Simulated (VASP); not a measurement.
A convergence study with VASP on InP (zinc blende): one setting is varied, all else stays as given below, so the limit is that of these other settings. Each run relaxes cell and ions from the cell shown. The basis is that of the starting cell, so low cut-offs carry a Pulay error.

```xyz
2
Lattice="0.0000 2.9350 2.9350 2.9350 0.0000 2.9350 2.9350 2.9350 0.0000" Properties=species:S:1:pos:R:3 pbc="T T T"
In     0.0000     0.0000     0.0000
P      1.4675     1.4675     1.4675
```

All values below come from PBE GGA, VASP's PBE PAW potentials (set 64) (plane waves; VASP 6.6.1). The tightest run used: 700 eV cut-off, 7×7×7 Γ-centred mesh, Gaussian smearing of 0.050 eV, potentials In_d P.

Unless said otherwise, spin-orbit coupling is left out, though it shifts the bands of the heavy elements here. Gaps are read on the run's mesh, which can miss a band edge.

| setting | relaxed volume (Å³/atom) | E (eV/atom) | gap on the mesh (eV) | plane waves |
|---|---|---|---|---|
| ENCUT = 200 | 23.849 | -4.1606 | 0.993 | 331 |
| ENCUT = 250 | 26.204 | -4.1954 | 0.484 | 465 |
| ENCUT = 300 | 26.311 | -4.1979 | 0.465 | 609 |
| ENCUT = 350 | 26.311 | -4.1986 | 0.467 | 761 |

### Question
These are the cheaper rows. Estimate the results at ENCUT = 700, and how far the last row shown lies from them.

### Answer

```json
[
 {"quantity": "relaxed volume (Å³/atom)", "tightest run": "26.446", "last row shown is off by": "-0.135"},
 {"quantity": "E (eV/atom)", "tightest run": "-4.2017", "last row shown is off by": "0.0030"},
 {"quantity": "gap on the mesh (eV)", "tightest run": "0.440", "last row shown is off by": "0.027"}
]
```

Left out are rungs that failed or repeat a setting and relaxations that didn't move; long series are thinned to 24 rows.

The compound is InP in the zinc blende structure.
